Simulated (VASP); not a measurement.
Sn2Ge51P:

```
CELL_PARAMETERS angstrom
0.00000 8.52000 8.52000
8.52000 0.00000 8.52000
8.52000 8.52000 0.00000
ATOMIC_POSITIONS crystal
Ge 0.08333 0.08333 0.08333
Ge 0.00000 0.00000 0.33333
Ge 0.08333 0.08333 0.41667
Ge 0.00000 0.00000 0.66667
Ge 0.08333 0.08333 0.75000
Ge 0.00000 0.33333 0.00000
Ge 0.08333 0.41667 0.08333
Ge 0.08333 0.41667 0.41667
Ge 0.00000 0.33333 0.66667
Ge 0.08333 0.41667 0.75000
Ge 0.00000 0.66667 0.00000
Ge 0.08333 0.75000 0.08333
Ge 0.00000 0.66667 0.33333
Ge 0.08333 0.75000 0.41667
Ge 0.00000 0.66667 0.66667
Ge 0.08333 0.75000 0.75000
Ge 0.33333 0.00000 0.00000
Ge 0.41667 0.08333 0.08333
Ge 0.33333 0.00000 0.33333
Ge 0.41667 0.08333 0.41667
Ge 0.33333 0.00000 0.66667
Ge 0.41667 0.08333 0.75000
Ge 0.33333 0.33333 0.00000
Ge 0.41667 0.41667 0.08333
Ge 0.33333 0.33333 0.33333
Ge 0.41667 0.41667 0.41667
Ge 0.33333 0.33333 0.66667
Ge 0.41667 0.41667 0.75000
Ge 0.33333 0.66667 0.00000
Ge 0.41667 0.75000 0.08333
Ge 0.33333 0.66667 0.33333
Ge 0.41667 0.75000 0.41667
Ge 0.33333 0.66667 0.66667
Ge 0.41667 0.75000 0.75000
Ge 0.75000 0.08333 0.08333
Ge 0.66667 0.00000 0.33333
Ge 0.75000 0.08333 0.41667
Ge 0.66667 0.00000 0.66667
Ge 0.75000 0.08333 0.75000
Ge 0.66667 0.33333 0.00000
Ge 0.75000 0.41667 0.08333
Ge 0.66667 0.33333 0.33333
Ge 0.75000 0.41667 0.41667
Ge 0.66667 0.33333 0.66667
Ge 0.75000 0.41667 0.75000
Ge 0.66667 0.66667 0.00000
Ge 0.75000 0.75000 0.08333
Ge 0.66667 0.66667 0.33333
Ge 0.75000 0.75000 0.41667
Ge 0.66667 0.66667 0.66667
Ge 0.75000 0.75000 0.75000
P 0.00000 0.00000 0.00000
Sn 0.00000 0.33333 0.33333
Sn 0.66667 0.00000 0.00000
```

The cell was built by a generator and needn't be a form met in nature.

```yaml
Program: VASP 6.6.1
Task: relaxation of cell and atoms
Functional: LDA
Potentials_or_basis: VASP PAW LDA potentials, release 64 (Ge, P, Sn)
Cutoff: 350 eV
k_mesh: 2 × 2 × 2
Occupations: gaussian, width 0.05 eV
Spin: no spin polarisation
```

At the start: pressure 0.3 GPa; volume 22.91 Å³/atom.

Task: How do energy, volume and symmetry change on relaxing?

Result: Over 8 steps the energy falls by 13.7 meV/atom and the volume is 22.95 Å³/atom (+0.2 %); space group Cm (No. 8, to 0.05 Å).

Step by step:
```tsv
step	energy change (eV)	largest force (eV/Å)	pressure (GPa)	volume (Å³)
1	0.0000	1.6509	0.34	1236.94
2	-0.6068	0.4886	-0.28	1245.70
3	-0.6719	0.2555	-0.53	1249.92
4	-0.7279	0.1187	0.18	1235.81
5	-0.7279	0.1178	0.19	1235.55
6	-0.7374	0.0631	0.02	1238.94
7	-0.7379	0.0670	-0.03	1239.87
8	-0.7397	0.0178	-0.01	1239.48
```

Final structure:
```yaml
crystal:
  lattice:
    - [-0.00237, 8.51878, 8.51878]
    - [8.52563, -0.00774, 8.52414]
    - [8.52563, 8.52414, -0.00774]
  atoms:
    - { symbol: Ge, position: [0.08260, 0.08250, 0.08250] }
    - { symbol: Ge, position: [0.99903, 0.99729, 0.33401] }
    - { symbol: Ge, position: [0.08769, 0.07194, 0.42036] }
    - { symbol: Ge, position: [0.00096, 0.99729, 0.66785] }
    - { symbol: Ge, position: [0.08274, 0.08305, 0.75196] }
    - { symbol: Ge, position: [0.99903, 0.33401, 0.99729] }
    - { symbol: Ge, position: [0.08769, 0.42036, 0.07194] }
    - { symbol: Ge, position: [0.08766, 0.42022, 0.42022] }
    - { symbol: Ge, position: [0.99925, 0.33403, 0.66934] }
    - { symbol: Ge, position: [0.08349, 0.41710, 0.74974] }
    - { symbol: Ge, position: [0.00096, 0.66785, 0.99729] }
    - { symbol: Ge, position: [0.08274, 0.75196, 0.08305] }
    - { symbol: Ge, position: [0.99925, 0.66934, 0.33403] }
    - { symbol: Ge, position: [0.08349, 0.74974, 0.41710] }
    - { symbol: Ge, position: [0.99998, 0.66654, 0.66654] }
    - { symbol: Ge, position: [0.08337, 0.74963, 0.74963] }
    - { symbol: Ge, position: [0.33229, 0.99885, 0.99885] }
    - { symbol: Ge, position: [0.40381, 0.08781, 0.08781] }
    - { symbol: Ge, position: [0.33360, 0.99784, 0.33524] }
    - { symbol: Ge, position: [0.41599, 0.08412, 0.41636] }
    - { symbol: Ge, position: [0.33412, 0.99895, 0.66780] }
    - { symbol: Ge, position: [0.41707, 0.08410, 0.74943] }
    - { symbol: Ge, position: [0.33360, 0.33524, 0.99784] }
    - { symbol: Ge, position: [0.41599, 0.41636, 0.08412] }
    - { symbol: Ge, position: [0.33512, 0.33347, 0.33347] }
    - { symbol: Ge, position: [0.41690, 0.41659, 0.41659] }
    - { symbol: Ge, position: [0.33331, 0.33359, 0.66638] }
    - { symbol: Ge, position: [0.41676, 0.41645, 0.74995] }
    - { symbol: Ge, position: [0.33412, 0.66780, 0.99895] }
    - { symbol: Ge, position: [0.41707, 0.74943, 0.08410] }
    - { symbol: Ge, position: [0.33331, 0.66638, 0.33359] }
    - { symbol: Ge, position: [0.41676, 0.74995, 0.41645] }
    - { symbol: Ge, position: [0.33345, 0.66651, 0.66651] }
    - { symbol: Ge, position: [0.41714, 0.74957, 0.74957] }
    - { symbol: Ge, position: [0.75691, 0.08638, 0.08638] }
    - { symbol: Ge, position: [0.66783, 0.99900, 0.33571] }
    - { symbol: Ge, position: [0.74941, 0.08355, 0.41755] }
    - { symbol: Ge, position: [0.66659, 0.99954, 0.66507] }
    - { symbol: Ge, position: [0.75352, 0.08772, 0.73748] }
    - { symbol: Ge, position: [0.66783, 0.33571, 0.99900] }
    - { symbol: Ge, position: [0.74941, 0.41755, 0.08355] }
    - { symbol: Ge, position: [0.66479, 0.33336, 0.33336] }
    - { symbol: Ge, position: [0.73788, 0.42079, 0.42079] }
    - { symbol: Ge, position: [0.66473, 0.33522, 0.66670] }
    - { symbol: Ge, position: [0.74987, 0.41733, 0.74939] }
    - { symbol: Ge, position: [0.66659, 0.66507, 0.99954] }
    - { symbol: Ge, position: [0.75352, 0.73748, 0.08772] }
    - { symbol: Ge, position: [0.66473, 0.66670, 0.33522] }
    - { symbol: Ge, position: [0.74987, 0.74939, 0.41733] }
    - { symbol: Ge, position: [0.66666, 0.66680, 0.66680] }
    - { symbol: Ge, position: [0.75038, 0.74991, 0.74991] }
    - { symbol: P, position: [0.00180, 0.00007, 0.00007] }
    - { symbol: Sn, position: [0.99967, 0.33343, 0.33343] }
    - { symbol: Sn, position: [0.66769, 0.99914, 0.99914] }
```
